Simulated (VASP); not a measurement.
## SnO2 (Cassiterite): what each functional gives for the gap

Aim: the gap of SnO2 (Cassiterite) on one structure at many levels of theory. The starting structure is a measured crystal structure from the Crystallography Open Database. The atoms were first relaxed with LDA in that cell, in a run that isn't shown, and the relaxed structure is the one below. Meshes and data sets differ where the inputs say so.

Method: Kohn-Sham DFT with plane waves and PAW; LDA, PBE, r2SCAN, TB-mBJ, LDA + spin-orbit coupling, r2SCAN + spin-orbit coupling, TB-mBJ + spin-orbit coupling and HSE06, in VASP 6.6.1.

### Step 1. Set-up

It takes space group P4_2/mnm (No. 136, tetragonal). The conventional cell has a = 4.738 Å, b = 4.738 Å, c = 3.187 Å, α = 90.00°, β = 90.00°, γ = 90.00°. Nearest to Sn lie 6 O at 2.05 to 2.06 Å. O has 3 Sn at 2.05 to 2.06 Å nearest. Farther neighbours and most contacts between anions are not listed.

As a file:

```cif
data_structure
_symmetry_space_group_name_H-M 'P 1'
_symmetry_Int_Tables_number 1
_cell_length_a 4.7380
_cell_length_b 4.7380
_cell_length_c 3.1865
_cell_angle_alpha 90.000
_cell_angle_beta 90.000
_cell_angle_gamma 90.000
_cell_volume 71.53
loop_
_atom_site_label
_atom_site_type_symbol
_atom_site_fract_x
_atom_site_fract_y
_atom_site_fract_z
_atom_site_occupancy
Sn1 Sn 0.50000 0.50000 0.50000 1
Sn2 Sn 0.00000 0.00000 0.00000 1
O3 O 0.80594 0.19406 0.50000 1
O4 O 0.69406 0.69406 0.00000 1
O5 O 0.19406 0.80594 0.50000 1
O6 O 0.30594 0.30594 0.00000 1
```

### Step 2. Bands with LDA

LDA, the lowest rung, knows the local density alone.

The input, INCAR:

```
SYSTEM = SnO2
PREC = Accurate
ENCUT = 460
EDIFF = 1E-06
NELM = 100
ISMEAR = 0
SIGMA = 0.03
LREAL = .FALSE.
ALGO = Normal
GGA = CA
NBANDS = 42
LORBIT = 11
LWAVE = .FALSE.
LCHARG = .FALSE.
KPAR = 8
LASPH = .TRUE.
```

The input, POSCAR:

```
SnO2
1.0
    4.7380000000      0.0000000000      0.0000000000
    0.0000000000      4.7380000000      0.0000000000
    0.0000000000      0.0000000000      3.1865000000
Sn O
2 4
Direct
    0.5000000000      0.5000000000      0.5000000000
    0.0000000000      0.0000000000      0.0000000000
    0.8059385347      0.1940614653      0.5000000000
    0.6940614653      0.6940614653      0.0000000000
    0.1940614653      0.8059385347      0.5000000000
    0.3059385347      0.3059385347      0.0000000000
```

The input, KPOINTS:

```
Automatic mesh
0
Gamma
6 6 6
0 0 0
```

The input, KPOINTS_OPT:

```
Line mode
8
Line-mode
Reciprocal
  0.00000000   0.00000000   0.00000000 GAMMA
  0.00000000   0.50000000   0.00000000 X

  0.00000000   0.50000000   0.00000000 X
  0.50000000   0.50000000   0.00000000 M

  0.50000000   0.50000000   0.00000000 M
  0.00000000   0.00000000   0.00000000 GAMMA

  0.00000000   0.00000000   0.00000000 GAMMA
  0.00000000   0.00000000   0.50000000 Z

  0.00000000   0.00000000   0.50000000 Z
  0.00000000   0.50000000   0.50000000 R

  0.00000000   0.50000000   0.50000000 R
  0.50000000   0.50000000   0.50000000 A

  0.50000000   0.50000000   0.50000000 A
  0.00000000   0.00000000   0.50000000 Z

  0.00000000   0.50000000   0.00000000 X
  0.00000000   0.50000000   0.50000000 R

  0.50000000   0.50000000   0.00000000 M
  0.50000000   0.50000000   0.50000000 A
```

The projector-augmented-wave data sets are Sn_d and O (LDA family, release 64).

Launch:

```console
mpirun -np 8 vasp_std
```

The program printed:

```text
[banner, memory and clock lines left out]
running    8 mpi-ranks, on    1 nodes
 distrk:  each k-point on    1 cores,    8 groups
 distr:  one band on    1 cores,    1 groups

 POSCAR found type information on POSCAR SnO
 POSCAR found :  2 types and       6 ions
|                                                                             |
|           W    W    AA    RRRRR   N    N  II  N    N   GGGG   !!!           |
|           W    W   A  A   R    R  NN   N  II  NN   N  G    G  !!!           |
|           W    W  A    A  R    R  N N  N  II  N N  N  G       !!!           |
|           W WW W  AAAAAA  RRRRR   N  N N  II  N  N N  G  GGG   !            |
|           WW  WW  A    A  R   R   N   NN  II  N   NN  G    G                |
|           W    W  A    A  R    R  N    N  II  N    N   GGGG   !!!           |
|                                                                             |
|     For optimal performance we recommend to set                             |
|       NCORE = 2 up to number-of-cores-per-socket                            |
|     NCORE specifies how many cores store one orbital (NPAR=cpu/NCORE).      |
|     This setting can greatly improve the performance of VASP for DFT.       |
|     The default, NCORE=1 might be grossly inefficient on modern             |
|     multi-core architectures or massively parallel machines. Do your        |
|     Unfortunately you need to use the default for GW and RPA                |
|     calculations (for HF NCORE is supported but not extensively tested      |
|     yet).                                                                   |
|                                                                             |

 LDA part: xc-table for (Slater(with rela. corr.)+CA(PZ))
 , standard interpolation
 POSCAR, INCAR and KPOINTS ok, starting setup
 FFT: planning ... GRIDC
 FFT: planning ... GRID_SOFT
 FFT: planning ... GRID
 WAVECAR not read
 entering main loop
       N       E                     dE             d eps       ncg     rms          rms(c)
DAV:   1     0.572394809089E+03    0.57239E+03   -0.22580E+04  4048   0.180E+03
DAV:   2     0.462157025031E+02   -0.52618E+03   -0.48562E+03  3480   0.525E+02
DAV:   3    -0.441248565671E+02   -0.90341E+02   -0.88599E+02  3888   0.170E+02
DAV:   4    -0.483337161078E+02   -0.42089E+01   -0.41982E+01  3752   0.410E+01
DAV:   5    -0.484376815822E+02   -0.10397E+00   -0.10394E+00  4244   0.666E+00    0.158E+01
DAV:   6    -0.423825860421E+02    0.60551E+01   -0.12263E+01  5180   0.533E+01    0.639E+00
DAV:   7    -0.423901491249E+02   -0.75631E-02   -0.17434E+00  3598   0.666E+00    0.317E+00
DAV:   8    -0.423068039694E+02    0.83345E-01   -0.16598E-01  4480   0.294E+00    0.715E-01
DAV:   9    -0.422939020837E+02    0.12902E-01   -0.14490E-02  5456   0.213E+00    0.109E-01
DAV:  10    -0.422940645603E+02   -0.16248E-03   -0.25008E-03  4042   0.319E-01    0.396E-02
DAV:  11    -0.422940733484E+02   -0.87881E-05   -0.67358E-05  5210   0.745E-02    0.205E-02
DAV:  12    -0.422940748138E+02   -0.14653E-05   -0.52444E-06  3994   0.135E-02    0.106E-02
DAV:  13    -0.422940735425E+02    0.12712E-05   -0.34901E-06  3552   0.224E-02    0.118E-03
DAV:  14    -0.422940735847E+02   -0.42133E-07   -0.45658E-07  1914   0.396E-03
   1 F= -.42294074E+02 E0= -.42294074E+02  d E =-.556627E-12
 Start KPOINTS_OPT (optional k-point list driver)
k-point batch [1-40\72]
       N       E                     dE             ncg
DAV:   1     0.122746051522E+05   -0.25565E+05     4044
DAV:   2    -0.827418533805E+04   -0.20549E+05     3432
DAV:   3    -0.118458837532E+05   -0.35717E+04     3924
DAV:   4    -0.120124701417E+05   -0.16659E+03     3736
DAV:   5    -0.120164718568E+05   -0.40017E+01     4356
DAV:   6    -0.120166106716E+05   -0.13881E+00     3966
DAV:   7    -0.120166208730E+05   -0.10201E-01     5044
DAV:   8    -0.120166209187E+05   -0.45668E-04     3742
DAV:   9    -0.120166209192E+05   -0.56561E-06     2568
k-point batch [41-72\72]
       N       E                     dE             ncg
DAV:   1     0.240010564691E+05   -0.44025E+05     3236
DAV:   2     0.767940452169E+04   -0.16322E+05     2736
DAV:   3     0.479520218718E+04   -0.28842E+04     3128
DAV:   4     0.465786531972E+04   -0.13734E+03     2986
DAV:   5     0.465446789402E+04   -0.33974E+01     3464
DAV:   6     0.465436295796E+04   -0.10494E+00     3140
DAV:   7     0.465435622244E+04   -0.67355E-02     3910
DAV:   8     0.465435619014E+04   -0.32299E-04     2856
DAV:   9     0.465435618937E+04   -0.77626E-06     2050
```

Wall time 38 s (8 MPI ranks of AMD EPYC 7R43, shared host); peak memory 1.9 GiB.

Lines that name or quote the potential files are left out of all logs, and their timing lines are given in words.

Parts of OUTCAR (step 2):

```text
ion  position               nearest neighbor table
   1  0.500  0.500  0.500-   3 2.05   5 2.05   4 2.06   6 2.06   4 2.06   6 2.06   2 3.71   2 3.71
                             2 3.71   2 3.71   2 3.71   2 3.71   2 3.71   2 3.71
   2  0.000  0.000  0.000-   4 2.05   6 2.05   5 2.06   3 2.06   3 2.06   5 2.06   1 3.71   1 3.71
                             1 3.71   1 3.71   1 3.71   1 3.71   1 3.71   1 3.71
   3  0.806  0.194  0.500-   1 2.05   2 2.06   2 2.06
   4  0.694  0.694  0.000-   2 2.05   1 2.06   1 2.06
   5  0.194  0.806  0.500-   1 2.05   2 2.06   2 2.06
   6  0.306  0.306  0.000-   2 2.05   1 2.06   1 2.06

  LATTYP: Found a simple tetragonal cell.
 ALAT       =     4.7380000000
 C/A-ratio  =     0.6725411566

 Subroutine GETGRP returns: Found 16 space group operations
 (whereof  8 operations were pure point group operations)

The static configuration has the point symmetry D_2h.
 The point group associated with its full space group is D_4h.

 Found     40 irreducible k-points:

   k-points           NKPTS =     40   k-points in BZ     NKDIM =     40   number of bands    NBANDS=     42

   dimension x,y,z NGX =    36 NGY =   36 NGZ =   24
   dimension x,y,z NGXF=    72 NGYF=   72 NGZF=   48

   ENCUT  =  460.0 eV  33.81 Ry    5.81 a.u.   8.29  8.29  5.57*2*pi/ulx,y,z

   NELECT =      52.0000    total number of electrons

 k-points in reciprocal lattice and weights: Automatic mesh
   0.00000000  0.00000000  0.00000000       0.005
   0.16666667  0.00000000  0.00000000       0.019
   0.33333333  0.00000000  0.00000000       0.019
   0.50000000  0.00000000  0.00000000       0.009
   0.16666667  0.16666667  0.00000000       0.019
   0.33333333  0.16666667  0.00000000       0.037
   0.50000000  0.16666667  0.00000000       0.019
   0.33333333  0.33333333  0.00000000       0.019
   0.50000000  0.33333333  0.00000000       0.019
[...]
0.50000000  0.33333333  0.50000000       0.019
   0.50000000  0.50000000  0.50000000       0.005

 average (electrostatic) potential at core
       1 -99.2055       2 -99.2055       3 -69.0064       4 -69.0064       5 -69.0064
       6 -69.0064

 E-fermi :   5.9990

 k-point     1 :       0.0000    0.0000    0.0000
  band No.  band energies     occupation
    ...
     22       4.5956      2.00000
     23       4.5956      2.00000
     24       5.0573      2.00000
     25       5.0573      2.00000
     26       5.8690      2.00000
     27       7.0141      0.00000
     28      11.8274      0.00000
     29      11.9462      0.00000
     30      11.9462      0.00000
     31      15.9386      0.00000
    ...

 k-point     2 :       0.1667    0.0000    0.0000
  band No.  band energies     occupation
    ...
     22       4.5056      2.00000
     23       4.6024      2.00000
     24       4.6183      2.00000
     25       5.0776      2.00000
     26       5.7236      2.00000
     27       7.7082      0.00000
     28      11.5942      0.00000
     29      12.0640      0.00000
     30      12.2075      0.00000
     31      16.2248      0.00000
    ...

 k-point     3 :       0.3333    0.0000    0.0000
  band No.  band energies     occupation
    ...
     22       4.1852      2.00000
     23       4.6192      2.00000
     24       4.6404      2.00000
     25       5.1302      2.00000
     26       5.4126      2.00000
     27       8.9531      0.00000
     28      11.0861      0.00000
     29      12.4086      0.00000
     30      12.5754      0.00000
     31      16.5832      0.00000
    ...

  Total       -0.5049271     -0.5049271      0.0474719      0.0000000      0.0000000      0.0000000
  in kB      -11.3092871    -11.3092871      1.0632682      0.0000000      0.0000000      0.0000000
  external PRESSURE =      -7.1851020 kB  Pullay stress =       0.0000000 kB

  energy-cutoff  :      460.00
  volume of cell :       71.53
      direct lattice vectors                 reciprocal lattice vectors
     4.738000000  0.000000000  0.000000000     0.211059519  0.000000000  0.000000000
     0.000000000  4.738000000  0.000000000     0.000000000  0.211059519  0.000000000
     0.000000000  0.000000000  3.186500000     0.000000000  0.000000000  0.313823945

 POSITION                                       TOTAL-FORCE (eV/Angst)
 -----------------------------------------------------------------------------------
      2.36900      2.36900      1.59325        -0.000000      0.000000      0.000000
      0.00000      0.00000      0.00000        -0.000000      0.000000      0.000000
      3.81854      0.91946      1.59325         0.000071     -0.000071      0.000000
      3.28846      3.28846      0.00000        -0.000071     -0.000071      0.000000
      0.91946      3.81854      1.59325        -0.000071      0.000071     -0.000000
      1.44954      1.44954      0.00000         0.000071      0.000071     -0.000000
 -----------------------------------------------------------------------------------
    total drift:                                0.000000      0.000000      0.000000

  FREE ENERGIE OF THE ION-ELECTRON SYSTEM (eV)
  ---------------------------------------------------
  free  energy   TOTEN  =       -42.2940735847 eV

  energy  without entropy=      -42.2940735847  energy(sigma->0) =      -42.29407358

 total charge
# of ion       s       p       d       tot
------------------------------------------
    1        0.894   1.125  10.389  12.408
    2        0.894   1.125  10.389  12.408
    3        1.556   3.495   0.000   5.052
    4        1.556   3.495   0.000   5.052
    5        1.556   3.495   0.000   5.052
    6        1.556   3.495   0.000   5.052
--------------------------------------------------
tot          8.013  16.231  20.778  45.023

[... 3 further parts left out ...]
```

Spin-orbit coupling is off here; with elements this heavy it can split and shift levels by tenths of an eV.

LDA gives a direct gap of 1.145 eV.

### Step 3. Bands with PBE

PBE, the usual starting point, adds the gradient of the density.

Edit INCAR of step 2 so:

```diff
@@ -9,3 +9,3 @@
 ALGO = Normal
-GGA = CA
+GGA = PE
 NBANDS = 42
```

POSCAR is that of step 2.

KPOINTS is that of step 2.

KPOINTS_OPT is that of step 2.

The projector-augmented-wave data sets are Sn_d and O (PBE family, release 64).

Launch:

```console
mpirun -np 8 vasp_std
```

The program printed:

```text
[banner, memory and clock lines left out]
running    8 mpi-ranks, on    1 nodes
[...]
[... a notice as in an earlier step ...]

 LDA part: xc-table for (Slater+PW92), standard interpolation
 POSCAR, INCAR and KPOINTS ok, starting setup
[...]
entering main loop
       N       E                     dE             d eps       ncg     rms          rms(c)
DAV:   1     0.584866625482E+03    0.58487E+03   -0.22595E+04  3994   0.180E+03
DAV:   2     0.518484865616E+02   -0.53302E+03   -0.49196E+03  3456   0.527E+02
DAV:   3    -0.391227866691E+02   -0.90971E+02   -0.89217E+02  3890   0.171E+02
DAV:   4    -0.433127488546E+02   -0.41900E+01   -0.41792E+01  3770   0.410E+01
[...]
DAV:  12    -0.371787721571E+02    0.19492E-05   -0.41353E-06  4010   0.134E-02    0.472E-03
DAV:  13    -0.371787711243E+02    0.10328E-05   -0.82535E-07  2760   0.180E-02    0.199E-03
DAV:  14    -0.371787713139E+02   -0.18962E-06   -0.48397E-07  1908   0.446E-03
   1 F= -.37178771E+02 E0= -.37178771E+02  d E =-.221605E-29
 Start KPOINTS_OPT (optional k-point list driver)
k-point batch [1-40\72]
       N       E                     dE             ncg
DAV:   1     0.127896230027E+05   -0.25050E+05     4072
DAV:   2    -0.782860946904E+04   -0.20618E+05     3432
DAV:   3    -0.113583406640E+05   -0.35297E+04     3932
DAV:   4    -0.115196583268E+05   -0.16132E+03     3728
DAV:   5    -0.115234662727E+05   -0.38079E+01     4366
DAV:   6    -0.115235958384E+05   -0.12957E+00     3968
DAV:   7    -0.115236053486E+05   -0.95102E-02     5054
DAV:   8    -0.115236053979E+05   -0.49289E-04     3650
DAV:   9    -0.115236053984E+05   -0.53539E-06     2562
k-point batch [41-72\72]
       N       E                     dE             ncg
DAV:   1     0.244974070862E+05   -0.43528E+05     3264
DAV:   2     0.805419074941E+04   -0.16443E+05     2760
DAV:   3     0.518796634635E+04   -0.28662E+04     3108
DAV:   4     0.505372364722E+04   -0.13424E+03     2996
DAV:   5     0.505045684311E+04   -0.32668E+01     3492
DAV:   6     0.505035548880E+04   -0.10135E+00     3152
DAV:   7     0.505034870067E+04   -0.67881E-02     3934
DAV:   8     0.505034867307E+04   -0.27594E-04     2902
DAV:   9     0.505034867273E+04   -0.34321E-06     1972
```

The job ended after 37 s (8 MPI ranks; peak memory 2 GiB; 4.8 min of CPU time).

Parts of OUTCAR (step 3):

```text
  Total        4.3565776      4.3565776      5.6408198      0.0000000      0.0000000      0.0000000
  in kB       97.5780193     97.5780193    126.3422976      0.0000000      0.0000000      0.0000000
  external PRESSURE =     107.1661121 kB  Pullay stress =       0.0000000 kB

 POSITION                                       TOTAL-FORCE (eV/Angst)
 -----------------------------------------------------------------------------------
      2.36900      2.36900      1.59325        -0.000000      0.000000      0.000000
      0.00000      0.00000      0.00000        -0.000000      0.000000      0.000000
      3.81854      0.91946      1.59325        -0.072878      0.072878      0.000000
      3.28846      3.28846      0.00000         0.072878      0.072878      0.000000
      0.91946      3.81854      1.59325         0.072878     -0.072878      0.000000
      1.44954      1.44954      0.00000        -0.072878     -0.072878     -0.000000
 -----------------------------------------------------------------------------------
    total drift:                                0.000000      0.000000      0.000000

  FREE ENERGIE OF THE ION-ELECTRON SYSTEM (eV)
  ---------------------------------------------------
  free  energy   TOTEN  =       -37.1787713139 eV

  energy  without entropy=      -37.1787713139  energy(sigma->0) =      -37.17877131

[... 2 parts as in an earlier step ...]

[... 1 further part left out ...]
[key lines of the parts left out:]
E-fermi :   6.3771
```

PBE gives a direct gap of 1.248 eV. The least gap is +0.103 eV from that of LDA.

(Continued in part 2 of 3.)

[Lines on the potential files, build, host, timing and source positions are cut from VASP's logs without a mark.]

[Logs are printed without paths, hosts, clocks, repeated set-up lines and the standing remarks that a program may print on its own settings, such as how far it seeks lower states.]

[Hosts, paths, dates, database ids (printed as entryN), source tags and the programs' standing remarks are cut or masked in the printed files.]
